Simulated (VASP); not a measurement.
Input:

```xyz
2
Lattice="0.0000 2.7766 2.7766 2.7766 0.0000 2.7766 2.7766 2.7766 0.0000" Properties=species:S:1:pos:R:3 pbc="T T T"
Ga     0.0000     0.0000     0.0000
P      1.3883     1.3883     1.3883
```

Computed with optB88-vdW, VASP's PBE PAW potentials (set 64) (plane waves; VASP 6.6.1). Run with 520 eV cut-off, 8×8×8 Γ-centred mesh, Gaussian smearing of 0.050 eV, potentials Ga_d P.

Problem. Give the stress tensor in GPa (positive for a compressed cell).

Solution. 
```
-2.13   0.00   0.00
 0.00  -2.13   0.00
 0.00   0.00  -2.13
```
The pressure is its mean diagonal, -2.13 GPa.

The compound is GaP in the zinc blende structure. This cell is one point of a volume scan, at 1.03 of the reference volume.
